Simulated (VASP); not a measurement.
# CdBr (Fm-3m) in VASP: a series of runs

One crystal, CdBr, is run at these levels: HSE(alpha, omega); tasks: single point.

Program: VASP 6.6.1. These are calculated values, not measurements. Logs are shortened: lines on timing, memory, paths and dates and some standing lists are left out, and cuts for length are marked.

### 1 Starting point

It takes space group Fm-3m (No. 225, cubic). The conventional cell has a = 6.145 Å, b = 6.145 Å, c = 6.145 Å, α = 90.00°, β = 90.00°, γ = 90.00°. Around Cd (site symmetry m-3m) lie 6 Br at 3.07 Å. Around Br (site symmetry m-3m) lie 6 Cd at 3.07 Å.

The cell was built by a generator and needn't be a form met in nature.

### 2 Single point, HSE(alpha, omega)

Input file POSCAR:

```
CdBr
1.0
    0.0000000000      3.0723910300      3.0723910300
    3.0723910300      0.0000000000      3.0723910300
    3.0723910300      3.0723910300      0.0000000000
Cd Br
1 1
Direct
    0.0000000000      0.0000000000      0.0000000000
    0.5000000000      0.5000000000      0.5000000000
```

Input file INCAR.step1:

```
PREC = Accurate
ENCUT = 520
EDIFF = 1E-5
ISMEAR = -1
SIGMA = 0.05
LREAL = False
LASPH = True
NELM = 100
ALGO = Normal
ISIF = 2
LWAVE = True
LCHARG = False
NBANDS = 16
GGA = PE
```

Input file INCAR.step2:

```
PREC = Accurate
ENCUT = 520
EDIFF = 1E-6
ISMEAR = -1
SIGMA = 0.05
LREAL = False
LASPH = True
NELM = 100
ALGO = Normal
ISIF = 2
LWAVE = False
LCHARG = False
GGA = PE
LHFCALC = True
HFSCREEN = 0.2
AEXX = 0.05
PRECFOCK = Fast
NBANDS = 16
ISTART = 1
```

Input file KPOINTS:

```
regular mesh
0
Gamma
  4 4 4
```

Potentials or basis: VASP PAW PBE potentials, release 64 (Cd, Br).

Started as:

```sh
cat potpaw_PBE.64/Cd/POTCAR potpaw_PBE.64/Br/POTCAR > POTCAR
cp INCAR.step1 INCAR
mpirun -np 1 vasp_std > vasp.out
cp INCAR.step2 INCAR
mpirun -np 1 vasp_std > vasp.out
```

OUTCAR:

```text
PREC = Accurate
   ENCUT = 520
   EDIFF = 1E-6
   ISMEAR = -1
   LREAL = False
   LASPH = True
   NELM = 100
   ISIF = 2
   GGA = PE
   LHFCALC = True
   HFSCREEN = 0.2
   AEXX = 0.05
   PRECFOCK = Fast
   ISTART = 1

 ion  position               nearest neighbor table
   1  0.000  0.000  0.000-   2 3.07   2 3.07   2 3.07   2 3.07   2 3.07   2 3.07
   2  0.500  0.500  0.500-   1 3.07   1 3.07   1 3.07   1 3.07   1 3.07   1 3.07

  LATTYP: Found a face centered cubic cell.
 ALAT       =     6.1447820600

  Lattice vectors:

 A1 = (   0.0000000000,   3.0723910300,   3.0723910300)
 A2 = (   3.0723910300,   0.0000000000,   3.0723910300)
 A3 = (   3.0723910300,   3.0723910300,   0.0000000000)

Analysis of symmetry for initial positions (statically):
=====================================================================
 Subroutine PRICEL returns:
 Original cell was already a primitive cell.

 Routine SETGRP: Setting up the symmetry group for a
 face centered cubic supercell.

 Subroutine GETGRP returns: Found 48 space group operations
 (whereof 48 operations were pure point group operations)
 out of a pool of 48 trial point group operations.

The static configuration has the point symmetry O_h .

Analysis of symmetry for dynamics (positions and initial velocities):
=====================================================================
 Subroutine PRICEL returns:
 Original cell was already a primitive cell.

 Routine SETGRP: Setting up the symmetry group for a
 face centered cubic supercell.

 Subroutine GETGRP returns: Found 48 space group operations
 (whereof 48 operations were pure point group operations)
 out of a pool of 48 trial point group operations.

The dynamic configuration has the point symmetry O_h .

 Subroutine INISYM returns: Found 48 space group operations
 (whereof 48 operations are pure point group operations),
 and found     1 'primitive' translations

----------------------------------------------------------------------------------------

                                     Primitive cell

  volume of cell :      58.0042

  direct lattice vectors                    reciprocal lattice vectors
     0.000000000  3.072391030  3.072391030    -0.162739702  0.162739702  0.162739702
[... 72 lines left out ...]
   NSW    =      0    number of steps for IOM
   IBRION =     -1    ionic relax: 0-MD 1-quasi-New 2-CG
   NFREE  =      0    steps in history (QN), initial steepest desc. (CG)
   ISIF   =      2    stress and relaxation
   ISYM   =      3    0-nonsym 1-usesym 2-fastsym
   POTIM  = 0.5000    time-step for ionic-motion
   TEBEG  =    0.0;   TEEND  =   0.0 temperature during run
   PSTRESS=    0.0 pullay stress
   NELECT =      19.0000    total number of electrons
   NUPDOWN=      -1.0000    fix difference up-down
   EMIN   =  10.00;   EMAX   =-10.00  energy-range for DOS
   EFERMI =   0.00;   METHOD = LEGACY
   ISMEAR =    -1;   SIGMA  =   0.05  broadening in eV -4-tet -1-fermi 0-gaus
   EFERMI_NEDOS =   21; number of points for ismear=-14 and -15
   IALGO  =     38    algorithm
   IMIX   =      1    mixing-type and parameters
     AMIX     =   0.40;   BMIX     =  1.00
     AMIX_MAG =   1.60;   BMIX_MAG =  1.00
  volume/ion in A,a.u.               =      29.00       195.72
  Fermi-wavevector in a.u.,A,eV,Ry     =   1.128512  2.132579 17.327557  1.273540
  Thomas-Fermi vector in A             =   2.265202
   LORBIT       =      0    0 simple, 1 ext, 2 COOP (PROOUT), +10 PAW based schemes
   GGA     = PE    functional components
   LHFCALC =     T    Hartree Fock is set to
   PRECFOCK=fast      Normal, Fast or Accurate (Low or Medium for compatibility)
   ENCUT4O =  -1.0   cutoff for four orbital integrals eV
   NKREDX  =     1    reduce k-point grid by
   NKREDY  =     1    reduce k-point grid by
   NKREDZ  =     1    reduce k-point grid by
   AEXX    =    0.0500 exact exchange contribution
   HFSCREEN=    0.2000 screening length (either q_TF or 0.3 A-1)
   HFSCREENC=   0.2000 screening length for correlation (either q_TF or 0.3 A-1)
   ENCUTFOCK=  -1.0 apply spherical cutoff to Coloumb kernel
   IVDW    =     0    specifies the selected vdW correction
   LEPSILON=     F    determine dielectric tensor
   LRPA    =     F    only Hartree local field effects (RPA)
 non-spin polarized calculation
  energy-cutoff  :      520.00
  volume of cell :       58.00
 maximum number of plane-waves:      1588
  NGX = 18; NGY = 18; NGZ = 18

 number of electron      19.0000006 magnetization

 Free energy of the ion-electron system (eV)
  ---------------------------------------------------
  ext. energy  EPLUGINS =         0.00000000
  ---------------------------------------------------
  free energy    TOTEN  =        -3.10637801 eV

  energy without entropy =       -3.07594794  energy(sigma->0) =       -3.09116298

 E-fermi :   2.0983     XC(G=0):  -8.6945

 val. band max:        2.0904867810   @ k =   0.5000   0.2500   0.0000
 cond. band min:       2.1742048136   @ k =  -0.2500   0.5000   0.2500
 fundamental gap:      0.0837180326
 Fermi energy:         2.0982744646

 k-point     1 :       0.0000    0.0000    0.0000
  band No.  band energies     occupation
      1     -14.3468      2.00000
      2      -6.7923      2.00000
      3      -6.7923      2.00000
      4      -6.7830      2.00000
      5      -6.7830      2.00000
      6      -6.7830      2.00000
[... 129 lines left out ...]
      3      -6.7734      2.00000
      4      -6.7734      2.00000
      5      -6.6786      2.00000
      6      -6.6465      2.00000
[... 8 lines left out ...]
     15      11.3266      0.00000
     16      14.0683      0.00000

------------------------ aborting loop because EDIFF is reached ----------------------------------------

  FORCE on cell =-STRESS in cart. coord.  units (eV):
  Direction    XX          YY          ZZ          XY          YZ          ZX
  --------------------------------------------------------------------------------------
  -------------------------------------------------------------------------------------
  Total        0.5374662      0.5374662      0.5374662      0.0000000      0.0000000     -0.0000000
  in kB       14.8457556     14.8457556     14.8457556      0.0000000      0.0000000     -0.0000000
  external PRESSURE =      14.8457556 kB  Pullay stress =       0.0000000 kB

 VOLUME and BASIS-vectors are now :
 -----------------------------------------------------------------------------
  energy-cutoff  :      520.00
  volume of cell :       58.00
      direct lattice vectors                 reciprocal lattice vectors
     0.000000000  3.072391030  3.072391030    -0.162739702  0.162739702  0.162739702
     3.072391030  0.000000000  3.072391030     0.162739702 -0.162739702  0.162739702
     3.072391030  3.072391030  0.000000000     0.162739702  0.162739702 -0.162739702

 POSITION                                       TOTAL-FORCE (eV/Angst)
 -----------------------------------------------------------------------------------
      0.00000      0.00000      0.00000        -0.000000      0.000000      0.000000
      3.07239      3.07239      3.07239         0.000000      0.000000     -0.000000
 -----------------------------------------------------------------------------------
    total drift:                               -0.000000     -0.000000     -0.000000

  FREE ENERGIE OF THE ION-ELECTRON SYSTEM (eV)
  ---------------------------------------------------
  free  energy   TOTEN  =        -3.1063780099 eV

  energy  without entropy=       -3.0759479431  energy(sigma->0) =       -3.09116298
```

Wall time 2.8 min (1 thread of AMD EPYC 7R13 (Zen 3), shared host); peak memory 0.24 GiB.

Results:

```yaml
Free_energy: -3.1064 eV
Pressure: 1.5 GPa
Band_gap_on_the_k_mesh: none (metal or under the smearing width)
```

Levels at points of the mesh, in eV from the Fermi level:
```csv
k point,band 7,band 8,band 9,band 10,band 11,band 12,band 13,band 14
"(0.00, 0.00, 0.00)",-3.59,-3.59,-3.59,-2.56,7.20,7.20,7.20,7.56
"(0.50, 0.00, 0.00)",-6.09,-3.28,-3.28,1.48,2.14,4.09,4.09,8.90
"(0.50, 0.50, 0.00)",-5.45,-4.31,-4.31,-1.68,4.51,5.70,7.07,7.07
```

Caveat: the k mesh is coarse (spacing up to 0.44 Å⁻¹), so the values aren't converged, least of all with exact exchange; the PAW data sets were made with another functional, which shifts forces and pressure a little; an odd number of electrons without spin polarisation forces a metal; a magnetic or distorted state may lie lower.

### 3 Single point, HSE(alpha, omega)

POSCAR is that of step 2.

INCAR.step1 is that of step 2.

INCAR.step2: that of step 2 with these lines changed.

```diff
@@ -15,3 +15,3 @@
 HFSCREEN = 0.2
-AEXX = 0.05
+AEXX = 0.1
 PRECFOCK = Fast
```

KPOINTS is that of step 2.

Potentials or basis: VASP PAW PBE potentials, release 64 (Cd, Br).

Started as:

```sh
cat potpaw_PBE.64/Cd/POTCAR potpaw_PBE.64/Br/POTCAR > POTCAR
cp INCAR.step1 INCAR
mpirun -np 1 vasp_std > vasp.out
cp INCAR.step2 INCAR
mpirun -np 1 vasp_std > vasp.out
```

OUTCAR:

```text
PREC = Accurate
   ENCUT = 520
   EDIFF = 1E-6
   ISMEAR = -1
   LREAL = False
   LASPH = True
   NELM = 100
   ISIF = 2
   GGA = PE
   LHFCALC = True
   HFSCREEN = 0.2
   AEXX = 0.1
   PRECFOCK = Fast
   ISTART = 1

 ion  position               nearest neighbor table
   1  0.000  0.000  0.000-   2 3.07   2 3.07   2 3.07   2 3.07   2 3.07   2 3.07
   2  0.500  0.500  0.500-   1 3.07   1 3.07   1 3.07   1 3.07   1 3.07   1 3.07

  LATTYP: Found a face centered cubic cell.
 ALAT       =     6.1447820600

  Lattice vectors:

 A1 = (   0.0000000000,   3.0723910300,   3.0723910300)
 A2 = (   3.0723910300,   0.0000000000,   3.0723910300)
 A3 = (   3.0723910300,   3.0723910300,   0.0000000000)

Analysis of symmetry for initial positions (statically):
=====================================================================
 Subroutine PRICEL returns:
 Original cell was already a primitive cell.

[... 154 lines left out ...]
  ext. energy  EPLUGINS =         0.00000000
  ---------------------------------------------------
  free energy    TOTEN  =        -3.25385859 eV

  energy without entropy =       -3.22335317  energy(sigma->0) =       -3.23860588

 E-fermi :   2.1201     XC(G=0):  -8.3914

 val. band max:        2.1127605924   @ k =   0.5000   0.2500   0.0000
 cond. band min:       2.1930894187   @ k =  -0.2500   0.5000   0.2500
 fundamental gap:      0.0803288263
 Fermi energy:         2.1200661611

 k-point     1 :       0.0000    0.0000    0.0000
  band No.  band energies     occupation
      1     -14.7326      2.00000
      2      -7.1605      2.00000
      3      -7.1605      2.00000
      4      -7.1481      2.00000
      5      -7.1481      2.00000
      6      -7.1481      2.00000
[... 129 lines left out ...]
      3      -7.1381      2.00000
      4      -7.1381      2.00000
      5      -7.0447      2.00000
      6      -7.0129      2.00000
[... 8 lines left out ...]
     15      11.4537      0.00000
     16      14.2061      0.00000

------------------------ aborting loop because EDIFF is reached ----------------------------------------

  FORCE on cell =-STRESS in cart. coord.  units (eV):
  Direction    XX          YY          ZZ          XY          YZ          ZX
  --------------------------------------------------------------------------------------
  -------------------------------------------------------------------------------------
  Total        0.4953320      0.4953320      0.4953320      0.0000000      0.0000000      0.0000000
  in kB       13.6819356     13.6819356     13.6819356      0.0000000      0.0000000      0.0000000
  external PRESSURE =      13.6819356 kB  Pullay stress =       0.0000000 kB

 VOLUME and BASIS-vectors are now :
 -----------------------------------------------------------------------------
  energy-cutoff  :      520.00
  volume of cell :       58.00
      direct lattice vectors                 reciprocal lattice vectors
     0.000000000  3.072391030  3.072391030    -0.162739702  0.162739702  0.162739702
     3.072391030  0.000000000  3.072391030     0.162739702 -0.162739702  0.162739702
     3.072391030  3.072391030  0.000000000     0.162739702  0.162739702 -0.162739702

 POSITION                                       TOTAL-FORCE (eV/Angst)
 -----------------------------------------------------------------------------------
      0.00000      0.00000      0.00000         0.000000      0.000000      0.000000
      3.07239      3.07239      3.07239        -0.000000     -0.000000     -0.000000
 -----------------------------------------------------------------------------------
    total drift:                               -0.000001     -0.000001     -0.000001

  FREE ENERGIE OF THE ION-ELECTRON SYSTEM (eV)
  ---------------------------------------------------
  free  energy   TOTEN  =        -3.2538585948 eV

  energy  without entropy=       -3.2233531663  energy(sigma->0) =       -3.23860588
```

OSZICAR.step1:

```text
N       E                     dE             d eps       ncg     rms          rms(c)
DAV:   1     0.122135604100E+03    0.12214E+03   -0.90143E+03   256   0.102E+03
DAV:   2     0.201339960926E+01   -0.12012E+03   -0.11473E+03   296   0.269E+02
DAV:   3    -0.312417421420E+01   -0.51376E+01   -0.51311E+01   312   0.562E+01
DAV:   4    -0.314532827536E+01   -0.21154E-01   -0.21153E-01   320   0.376E+00
DAV:   5    -0.314544454561E+01   -0.11627E-03   -0.11627E-03   296   0.246E-01    0.757E+00
DAV:   6    -0.297688725053E+01    0.16856E+00   -0.25889E-01   336   0.484E+00    0.437E+00
DAV:   7    -0.296379810532E+01    0.13089E-01   -0.75037E-02   280   0.178E+00    0.122E+00
DAV:   8    -0.296345920761E+01    0.33890E-03   -0.76331E-03   304   0.957E-01    0.194E-01
DAV:   9    -0.296354108871E+01   -0.81881E-04   -0.71541E-04   312   0.276E-01    0.364E-02
DAV:  10    -0.296355547579E+01   -0.14387E-04   -0.46958E-05   352   0.851E-02    0.325E-02
DAV:  11    -0.296356393307E+01   -0.84573E-05   -0.15113E-05   296   0.365E-02
   1 F= -.29635639E+01 E0= -.29483673E+01  d E =-.303933E-01
```

Run time: 4.5 min. Hardware: 1 thread of AMD EPYC 7R13 (Zen 3), shared host; peak memory 0.25 GiB.

What came out:

| Item | Value |
| --- | --- |
| Free energy | -3.2539 eV |
| Pressure | 1.4 GPa |
| Band gap on the k mesh | none (metal or under the smearing width) |

Caveat: the k mesh is coarse (spacing up to 0.44 Å⁻¹), so the values aren't converged, least of all with exact exchange; the PAW data sets were made with another functional, which shifts forces and pressure a little; an odd number of electrons without spin polarisation forces a metal; a magnetic or distorted state may lie lower.

### 4 Single point, HSE(alpha, omega)

POSCAR is that of step 3.

INCAR.step1 is that of step 3.

INCAR.step2: that of step 3 with these lines changed.

```diff
@@ -15,3 +15,3 @@
 HFSCREEN = 0.2
-AEXX = 0.1
+AEXX = 0.15
 PRECFOCK = Fast
```

KPOINTS is that of step 3.

Started as:

```sh
cat potpaw_PBE.64/Cd/POTCAR potpaw_PBE.64/Br/POTCAR > POTCAR
cp INCAR.step1 INCAR
mpirun -np 1 vasp_std > vasp.out
cp INCAR.step2 INCAR
mpirun -np 1 vasp_std > vasp.out
```

Wall time 4.7 min (1 thread of AMD EPYC 7R13 (Zen 3), shared host); peak memory 0.24 GiB.

The run converged. Its results:

* Free energy: -3.4059 eV
* Pressure: 1.3 GPa
* Band gap on the k mesh: none (metal or under the smearing width)

Levels at points of the mesh, in eV from the Fermi level:
```csv
k point,band 8,band 9,band 10,band 11,band 12,band 13
"(0.00, 0.00, 0.00)",-3.97,-3.97,-2.70,7.32,7.32,7.32
"(0.50, 0.00, 0.00)",-3.66,-3.66,1.51,2.24,4.21,4.21
"(0.50, 0.50, 0.00)",-4.70,-4.70,-1.73,4.56,5.85,7.29
```

Caveat: the k mesh is coarse (spacing up to 0.44 Å⁻¹), so the values aren't converged, least of all with exact exchange; the PAW data sets were made with another functional, which shifts forces and pressure a little; an odd number of electrons without spin polarisation forces a metal; a magnetic or distorted state may lie lower.

(Continued in part 2 of 2.)
